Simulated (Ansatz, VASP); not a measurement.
**Cu (Cu wire along [111], 31 atoms a period): VASP beside Ansatz**

Wanted: the spread between two codes on one cell, functional and k mesh. Of the first pair: The structure shown is the start of the Ansatz relaxation below; VASP solves that cell, so the two are compared at the walk's first step.

Main program and level: Ansatz 0.2.0; plane waves, with VASP 6.6.1 beside it; PBE.

### Step 1. The structure

The cell holds 31 atoms: 31 Cu. Its edges and angles: a = 14.500 Å, b = 14.210 Å, c = 5.770 Å, α = 90.0°, β = 90.0°, γ = 90.0°. Vacuum lies along a and b. The structure's axis is c.

### Step 2. Ansatz: relaxation, PBE

Ansatz runs on its default PAW (the set named soft_2) files.

The two programs are compared at the cell with which this relaxation starts, whose forces are those of its first step.

input.yaml reads:

```yaml
crystal:
  lattice:
    - [14.5, 0.0, 0.0]
    - [0.0, 14.21, 0.0]
    - [0.0, 0.0, 5.7704632506]
  atoms:
    - { symbol: Cu, position: [0.32215501, 0.499989672, 0.0] }
    - { symbol: Cu, position: [0.411056344, 0.657194024, 0.999908341] }
    - { symbol: Cu, position: [0.500013546, 0.499989672, 0.0] }
    - { symbol: Cu, position: [0.588970749, 0.657194024, 0.999908341] }
    - { symbol: Cu, position: [0.243159809, 0.449733751, 0.337283409] }
    - { symbol: Cu, position: [0.328915677, 0.298055369, 0.337325194] }
    - { symbol: Cu, position: [0.321721554, 0.605022923, 0.325975232] }
    - { symbol: Cu, position: [0.412803283, 0.448616929, 0.330186817] }
    - { symbol: Cu, position: [0.414176209, 0.752107861, 0.337139181] }
    - { symbol: Cu, position: [0.500013546, 0.602775009, 0.330066691] }
    - { symbol: Cu, position: [0.500013546, 0.289985343, 0.326179169] }
    - { symbol: Cu, position: [0.58722381, 0.448616929, 0.330186817] }
    - { symbol: Cu, position: [0.585850883, 0.752107861, 0.337139181] }
    - { symbol: Cu, position: [0.671111416, 0.298055369, 0.337325194] }
    - { symbol: Cu, position: [0.678305539, 0.605022923, 0.325975232] }
    - { symbol: Cu, position: [0.756867284, 0.449733751, 0.337283409] }
    - { symbol: Cu, position: [0.243159809, 0.550245593, 0.662716591] }
    - { symbol: Cu, position: [0.328915677, 0.701923975, 0.662674806] }
    - { symbol: Cu, position: [0.321721554, 0.394956421, 0.674024768] }
    - { symbol: Cu, position: [0.414176209, 0.247871482, 0.662860819] }
    - { symbol: Cu, position: [0.412803283, 0.551362415, 0.669813183] }
    - { symbol: Cu, position: [0.500013546, 0.397204334, 0.669933309] }
    - { symbol: Cu, position: [0.500013546, 0.709994001, 0.673820831] }
    - { symbol: Cu, position: [0.585850883, 0.247871482, 0.662860819] }
    - { symbol: Cu, position: [0.58722381, 0.551362415, 0.669813183] }
    - { symbol: Cu, position: [0.671111416, 0.701923975, 0.662674806] }
    - { symbol: Cu, position: [0.678305539, 0.394956421, 0.674024768] }
    - { symbol: Cu, position: [0.756867284, 0.550245593, 0.662716591] }
    - { symbol: Cu, position: [0.411056344, 0.342785319, 9.1659e-05] }
    - { symbol: Cu, position: [0.588970749, 0.342785319, 9.1659e-05] }
    - { symbol: Cu, position: [0.677872083, 0.499989672, 0.0] }
kpoints:
  mp_grid: { grid: [1, 1, 11] }
  band_path: { path: ["Γ", Z], npoints: 50 }
scf:
  occupations: { method: fermi_dirac, width: 0.05 }
hamiltonian:
  xc: pbe
relax:
  max_steps: 40
  f_tol: 0.02
output:
  stress: true
```

Launch:

```
$ ansatz run input.yaml --threads 4 --pin off --max-ram 16384MiB --backend cpu --events-out ev --progress --plain --runs-dir out
```

Numbers of over 12 decimals in the logs are rounded to 6 here.

The program printed:

```text
Warning: output.stress: scf.convergence.dr2_threshold = 1e-7 eV (the SCF's general default) is looser than the 3.1e-9 eV advised for a printed stress (1e-10 eV for each atom of the cell: 31). What an SCF threshold leaves in a stress goes as its square root, and in the free energy as the threshold itself, and one threshold admits the most on a small cell: [figures from the program's tests cut] Every solve of this run  [...]
Engine: ansatz 0.2.0, aarch64-unknown-linux-gnu
Pseudopotentials: kind: paw
Pseudopotential: Cu, paw, valence charge 19, recommended cutoff 420 eV (normal), Cu.paw.azcp
Functional definition: PBE
  parameter kappa = 0.804
  parameter beta = 0.066725
  exchange = pbe_x(kappa = kappa, mu = beta*pi^2/3)
  correlation = pbe_c(beta = beta)
Crystal: 31 atoms, lattice volume = 1188.975 Å³
Basis set: ecut = 420 eV, 23293 PW (Γ), exchange–correlation on 200×192×80 points (8 copies of the dense FFT grid, shifted against one another)
Bands: 354, of which v1, the nominal top of the filled ones, is band 295 counted from 1 (294 counted from 0)
Symmetry: 4 space group operations
Space group: P2/m (ITA 10), of the structure as read, at distance tolerance 1.1e-4 Å
k-points: 6 of 11
Non-local potential: Cu, projectors of the file, l = 0: 3, l = 1: 2, l = 2: 3, l = 3: 1
PAW form: soft (Blöchl's): semilocal exchange-correlation on the pseudo side does not see the compensation charge
PAW one-centre angular grid: Cu, 590 points (default); XC on 64 Gauss nodes
Initial density: superposition of atomic densities (neutral atoms: chi_scale 0, normalization atom), corrected by the library's trained network
Initial wavefunctions: pseudopotential atomic-orbital guess
Functional: x = pbe(κ = 0.804, μ = 0.219515), c = pbe(β = 0.066725)
SCF iter   1: F=—  HF=-205361.427497 eV  |F-HF|=—  |Δ(HF+E_count)|=         —  Δρ=2.81e-3  dr2=1.06e-1  ethr=1.77e-3  ⟨swp⟩=7.0  Hψ=8949  notcnv=0  defer=206
preconditioner: auto → LDOS  [metal: Δε(μ)=0.052 eV  Ē_g=7.529 eV  σ=0.050 eV  W_gap=0.25  n_scr=280 (ndim 8)  ℏωp=19.9 eV  f_vac=0.630  D(μ)=8.51/eV (n_scr^D=22)  β→1.0]
SCF iter   2: F=—  HF=-205361.482191 eV  |F-HF|=—  |Δ(HF+E_count)|=   5.47e-2  Δρ=5.37e-3  dr2=2.44e-1  ethr=1.79e-5  ⟨swp⟩=2.8  Hψ=4820  notcnv=0  defer=264
SCF iter   3: F=—  HF=-205361.454805 eV  |F-HF|=—  |Δ(HF+E_count)|=   2.74e-2  Δρ=3.32e-3  dr2=7.62e-2  ethr=1.79e-5  ⟨swp⟩=2.7  Hψ=3726  notcnv=0  defer=264
SCF iter   4: F=—  HF=-205361.438366 eV  |F-HF|=—  |Δ(HF+E_count)|=   1.64e-2  Δρ=5.85e-4  dr2=2.95e-3  ethr=1.29e-5  ⟨swp⟩=2.2  Hψ=2930  notcnv=0  defer=264
SCF iter   5: F=—  HF=-205361.437163 eV  |F-HF|=—  |Δ(HF+E_count)|=   1.20e-3  Δρ=3.07e-4  dr2=6.98e-4  ethr=5.00e-7  ⟨swp⟩=3.0  Hψ=3482  notcnv=0  defer=264
SCF iter   6: F=—  HF=-205361.437044 eV  |F-HF|=—  |Δ(HF+E_count)|=   1.18e-4  Δρ=5.00e-5  dr2=3.73e-5  ethr=1.18e-7  ⟨swp⟩=2.0  Hψ=3590  notcnv=0  defer=264
SCF iter   7: F=—  HF=-205361.437055 eV  |F-HF|=—  |Δ(HF+E_count)|=   1.06e-5  Δρ=5.46e-5  dr2=2.43e-5  ethr=1.70e-9  ⟨swp⟩=5.0  Hψ=7684  notcnv=0
SCF iter   8: F=-205361.437053 eV  HF=-205361.437055 eV  |F-HF|=1.97e-6  |Δ(HF+E_count)|=   5.52e-7  Δρ=1.84e-5  dr2=3.18e-6  ethr=1.70e-9  ⟨swp⟩=3.0  Hψ=7700  notcnv=0
SCF 1 converged in 8 iterations: F = -205361.437053 eV  dr2 = 3.18e-6
  greatest PAW one-centre occupation: 1.000 electrons in one spin orbital (limit 2), on the Cu atom at site 17 (counted from 0), in its partial waves of l = 0
relax step   1: F+E_penalty+E_count = -205361.43705261 eV  Δ(F+E_penalty+E_count) = +0.000e0 eV  max|allowed force component| = 4.691e-1 eV/Å  Δτ_max = 0.0000 Å  (8 SCF iters, dr2 threshold 1.00e-5 eV, accepted)
Initial density: handed on by an earlier stage of this run
Initial wavefunctions: those handed on with the density
iter 1 solved again at ethr=1.66e-5 eV; its pass at ethr=3.10e-3 eV (dr2=9.80e-2 eV) is discarded
SCF iter   1: F=—  HF=-205361.713095 eV  |F-HF|=—  |Δ(HF+E_count)|=         —  Δρ=3.79e-3  dr2=9.22e-2  ethr=1.66e-5  ⟨swp⟩=2.5  Hψ=7228  notcnv=0  defer=268
[...]
k-point 5: bands = [... 291 lower, 1.3028, 1.6586, 2.1022, 2.2126, 2.3088, 2.3095, 2.6344, 2.6347, ... 55 higher]
--- Relaxed structure (4 steps of the walk, 4 accepted, 0 SCFs on fresh bases) ---
  F+E_penalty+E_count = -205361.82329919 eV   max|allowed force component| = 1.086e-2 eV/Å
  atoms:
    - { symbol: Cu, position: [0.321441, 0.499990, 0] }
    - { symbol: Cu, position: [0.410671, 0.657881, 0.999857] }
    - { symbol: Cu, position: [0.500014, 0.499990, 0] }
    - { symbol: Cu, position: [0.589356, 0.657881, 0.999857] }
    - { symbol: Cu, position: [0.237233, 0.447966, 0.331722] }
    - { symbol: Cu, position: [0.324419, 0.293619, 0.331760] }
    - { symbol: Cu, position: [0.316044, 0.608397, 0.323221] }
    - { symbol: Cu, position: [0.410057, 0.446968, 0.334369] }
    - { symbol: Cu, position: [0.412668, 0.758274, 0.331540] }
    - { symbol: Cu, position: [0.500014, 0.606042, 0.334153] }
    - { symbol: Cu, position: [0.500014, 0.283284, 0.323505] }
    - { symbol: Cu, position: [0.589970, 0.446968, 0.334369] }
    - { symbol: Cu, position: [0.587359, 0.758274, 0.331540] }
    - { symbol: Cu, position: [0.675608, 0.293619, 0.331760] }
    - { symbol: Cu, position: [0.683984, 0.608397, 0.323221] }
    - { symbol: Cu, position: [0.762794, 0.447966, 0.331722] }
    - { symbol: Cu, position: [0.237233, 0.552013, 0.668278] }
    - { symbol: Cu, position: [0.324419, 0.706360, 0.668240] }
    - { symbol: Cu, position: [0.316044, 0.391582, 0.676779] }
    - { symbol: Cu, position: [0.412668, 0.241705, 0.668460] }
    - { symbol: Cu, position: [0.410057, 0.553011, 0.665631] }
    - { symbol: Cu, position: [0.500014, 0.393937, 0.665847] }
    - { symbol: Cu, position: [0.500014, 0.716695, 0.676495] }
    - { symbol: Cu, position: [0.587359, 0.241705, 0.668460] }
    - { symbol: Cu, position: [0.589970, 0.553011, 0.665631] }
    - { symbol: Cu, position: [0.675608, 0.706360, 0.668240] }
    - { symbol: Cu, position: [0.683984, 0.391582, 0.676779] }
    - { symbol: Cu, position: [0.762794, 0.552013, 0.668278] }
    - { symbol: Cu, position: [0.410671, 0.342098, 0.000142794] }
    - { symbol: Cu, position: [0.589356, 0.342098, 0.000142794] }
    - { symbol: Cu, position: [0.678586, 0.499990, 0] }
```

The column dr2 measures how far the density is from self-consistency, as an energy; F and HF (Harris–Foulkes) agree once it is small.

### Step 3. VASP: single point, PBE, start cell, pair 1

The same cell, functional, mesh and smearing now go to VASP, with its own data sets.

Lines of VASP's logs that name or quote its potential files are left out, and so is its time.

INCAR reads:

```
SYSTEM = Cu
PREC = Accurate
ENCUT = 520
EDIFF = 1E-06
NELM = 120
ISMEAR = -1
SIGMA = 0.05
LREAL = Auto
ALGO = Normal
GGA = PE
NBANDS = 200
LASPH = .TRUE.
LORBIT = 11
LWAVE = .FALSE.
LCHARG = .FALSE.
ISIF = 2
GGA_COMPAT = .FALSE.
KPAR = 4
```

POSCAR reads:

```
Cu
1.0
   14.5000000000      0.0000000000      0.0000000000
    0.0000000000     14.2100000000      0.0000000000
    0.0000000000      0.0000000000      5.7704632506
Cu
31
Direct
    0.3221414828      0.4999896552      0.0000000000
    0.4110427931      0.6571940184      0.9999083046
    0.5000000000      0.4999896552      0.0000000000
    0.5889572069      0.6571940184      0.9999083046
    0.2431462414      0.4497337439      0.3372834279
    0.3289021035      0.2980553484      0.3373251922
    0.3217080345      0.6050229065      0.3259752369
    0.4127897586      0.4486169248      0.3301868572
    0.4141626552      0.7521078467      0.3371391587
    0.5000000000      0.6027749825      0.3300666762
    0.5000000000      0.2899853273      0.3261792067
    0.5872102414      0.4486169248      0.3301868572
    0.5858373449      0.7521078467      0.3371391587
    0.6710978966      0.2980553484      0.3373251922
    0.6782919655      0.6050229065      0.3259752369
    0.7568537586      0.4497337439      0.3372834279
    0.2431462414      0.5502455666      0.6627165722
    0.3289021035      0.7019239621      0.6626748078
    0.3217080345      0.3949564040      0.6740247631
    0.4141626552      0.2478714638      0.6628608414
    0.4127897586      0.5513623857      0.6698131428
    0.5000000000      0.3972043280      0.6699333238
    0.5000000000      0.7099939832      0.6738207933
    0.5858373449      0.2478714638      0.6628608414
    0.5872102414      0.5513623857      0.6698131428
    0.6710978966      0.7019239621      0.6626748078
    0.6782919655      0.3949564040      0.6740247631
    0.7568537586      0.5502455666      0.6627165722
    0.4110427931      0.3427852921      0.0000916955
    0.5889572069      0.3427852921      0.0000916955
    0.6778585172      0.4999896552      0.0000000000
```

KPOINTS reads:

```
Automatic mesh
0
Gamma
1 1 11
0 0 0
```

PAW data sets: Cu (PBE family, release 64).

Launch:

```
$ mpirun -np 4 vasp_std
```

The program printed:

```text
[banner, memory and clock lines left out]
running    4 mpi-ranks, on    1 nodes
[...]
LDA part: xc-table for (Slater+PW92), standard interpolation
 POSCAR, INCAR and KPOINTS ok, starting setup
[...]
entering main loop
       N       E                     dE             d eps       ncg     rms          rms(c)
DAV:   1     0.313571519164E+04    0.31357E+04   -0.14117E+05  2400   0.200E+03
DAV:   2     0.282454386823E+03   -0.28533E+04   -0.27774E+04  2400   0.443E+02
DAV:   3    -0.951363311935E+02   -0.37759E+03   -0.34777E+03  2440   0.216E+02
DAV:   4    -0.118512433944E+03   -0.23376E+02   -0.22395E+02  2664   0.694E+01
[...]
DAV:  25    -0.968819138338E+02   -0.16943E-04   -0.14656E-05  2712   0.388E-02    0.226E-03
DAV:  26    -0.968819149287E+02   -0.10949E-05   -0.28344E-06  1792   0.150E-02    0.210E-03
DAV:  27    -0.968819147601E+02    0.16862E-06   -0.79770E-07  1448   0.804E-03
   1 F= -.96881915E+02 E0= -.96847928E+02  d E =-.679735E-01
```

From OUTCAR (step 3):

```text
  Total       13.9461136     13.9561264     37.5108200      0.0000000      0.0411722      0.0000000
  in kB       18.7927796     18.8062721     50.5468832      0.0000000      0.0554806      0.0000000
  external PRESSURE =      29.3819783 kB  Pullay stress =       0.0000000 kB

 POSITION                                       TOTAL-FORCE (eV/Angst)
 -----------------------------------------------------------------------------------
      4.67105      7.10485      0.00000        -0.061070      0.000000      0.000000
      5.96012      9.33873      5.76993        -0.030237      0.053513     -0.000366
      7.25000      7.10485      0.00000        -0.000000      0.000000      0.000000
      8.53988      9.33873      5.76993         0.030237      0.053513     -0.000366
      3.52562      6.39072      1.94628        -0.462969     -0.212542     -0.320912
      4.76908      4.23537      1.94652        -0.415325     -0.296629     -0.320737
      4.66477      8.59738      1.88103        -0.205732      0.121089     -0.260629
      5.98545      6.37485      1.90533        -0.045096     -0.025442      0.133990
      6.00536     10.68745      1.94545        -0.048240      0.507023     -0.319517
      7.25000      8.56543      1.90464        -0.000000      0.050032      0.133570
      7.25000      4.12069      1.88221        -0.000000     -0.237295     -0.260616
      8.51455      6.37485      1.90533         0.045096     -0.025442      0.133990
      8.49464     10.68745      1.94545         0.048240      0.507023     -0.319517
      9.73092      4.23537      1.94652         0.415325     -0.296629     -0.320737
[...]
-----------------------------------------------------------------------------------
    total drift:                               -0.000002      0.000002     -0.000001

  FREE ENERGIE OF THE ION-ELECTRON SYSTEM (eV)
  ---------------------------------------------------
  free  energy   TOTEN  =       -96.8819147601 eV

  energy  without entropy=      -96.8139412116  energy(sigma->0) =      -96.84792799

[... 3 further parts left out ...]
[key lines of the parts left out:]
E-fermi :  -0.5641
```

### Step 4. Comparison

Known differences besides the potentials themselves: the data sets hold 589 valence electrons in Ansatz (on its default PAW (the set named soft_2) files) and 341 in VASP; the cutoff is 420 eV in Ansatz and 520 eV in VASP (PREC = Accurate, projectors in real space). Total energies have different zeros and are not compared.

Forces on 7 of the 31 atoms, those with the largest forces and the largest differences (eV/Å; atoms numbered as in POSCAR):

| atom | Ansatz x, y, z | VASP x, y, z |
| --- | --- | --- |
| Cu6 | -0.386, -0.270, -0.308 | -0.415, -0.297, -0.321 |
| Cu14 | 0.386, -0.270, -0.308 | 0.415, -0.297, -0.321 |
| Cu16 | 0.426, -0.199, -0.308 | 0.463, -0.213, -0.321 |
| Cu17 | -0.426, 0.199, 0.308 | -0.463, 0.213, 0.321 |
| Cu18 | -0.386, 0.270, 0.308 | -0.415, 0.297, 0.321 |
| Cu26 | 0.386, 0.270, 0.308 | 0.415, 0.297, 0.321 |
| Cu28 | 0.426, 0.199, 0.308 | 0.463, 0.213, 0.321 |

The forces differ by 16 meV/Å r.m.s., which is 6.6 % of the r.m.s. force of 0.237 eV/Å (both taken over all components).

### Step 5. Ansatz: relaxation, PBE

This run makes the geometry at which the two programs are then compared.

The structure compared here is the end of the Ansatz relaxation.

This is the run of step 2 again, met here at its other cell.

[end of part 1 of 2]

[Lines on the potential files, build, host, timing and source positions are cut from VASP's logs without a mark.]

[Logs are printed without paths, hosts, clocks, repeated set-up lines and the standing remarks that a program may print on its own settings, such as how far it seeks lower states.]

[Hosts, paths, dates, database ids (printed as entryN), source tags and the programs' standing remarks are cut or masked in the printed files.]
